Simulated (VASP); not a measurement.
An input for Ansatz (written as the equivalent of a VASP run, and not itself run):

Ansatz 0.2 input:
```yaml
crystal:
  lattice:
    - [3.6600000, 0.0000000, 0.0000000]
    - [-1.8300000, 3.1696530, 0.0000000]
    - [0.0000000, 0.0000000, 18.7300000]
  atoms:
    - { symbol: Zr, position: [0.0000000, 0.0000000, 0.3446340] }
    - { symbol: Zr, position: [0.0000000, 0.0000000, 0.6553660] }
    - { symbol: S, position: [0.3333330, 0.6666670, 0.4223170] }
    - { symbol: S, position: [0.6666670, 0.3333330, 0.2669510] }
    - { symbol: S, position: [0.3333330, 0.6666670, 0.7330490] }
    - { symbol: S, position: [0.6666670, 0.3333330, 0.5776830] }
kpoints:
  mp_grid: { grid: [5, 5, 1] }
hamiltonian:
  xc: lda
  pseudopotentials: { kind: paw }
scf:
  occupations: { method: gaussian, width: 0.1 }
  max_iter: 100
output: { forces: true, stress: true, eigenvalues: true }
```

Write the VASP files for the same calculation (LDA).

Several could match; the one computed here: 
**POSCAR**
```
ZrS2
1
    3.6600000000     0.0000000000     0.0000000000
   -1.8300000000     3.1696530000     0.0000000000
    0.0000000000     0.0000000000    18.7300000000
Zr S
2 4
Direct
  0.0000000000   0.0000000000   0.3446340000
  0.0000000000   0.0000000000   0.6553660000
  0.3333330000   0.6666670000   0.4223170000
  0.6666670000   0.3333330000   0.2669510000
  0.3333330000   0.6666670000   0.7330490000
  0.6666670000   0.3333330000   0.5776830000
```

File KPOINTS:
```
Automatic mesh
0
Gamma
5 5 1
0 0 0
```

**INCAR**
```
LASPH = .TRUE.
LMAXMIX = 4   # l cut-off of mixed one-centre charges
ALGO = Normal   # blocked Davidson
LWAVE = .FALSE.
PREC = Accurate
LCHARG = .FALSE.
EDIFF = 1E-6
ISIF = 2   # forces and stress, cell fixed
ISMEAR = 0   # Gaussian
ENCUT = 300
LREAL = .FALSE.
NELM = 100
SYSTEM = ZrS2
SIGMA = 0.1   # width (eV)
```

POTCAR, in this order: Zr_sv S (LDA.64 set). Program: vasp_std.

What does not carry over: each code has its own PAW files, so the cut-off isn't converted (ENCUT is set for VASP's; basis.ecutwfc is left out, and Ansatz then takes the one that its files recommend); Ansatz stops its SCF on the density residual and VASP on the energy change (EDIFF); Ansatz's lda is the Perdew-Wang form, while the LDA potentials of VASP carry Perdew-Zunger's.

The cell is a sheet with vacuum, built from a generated structure.
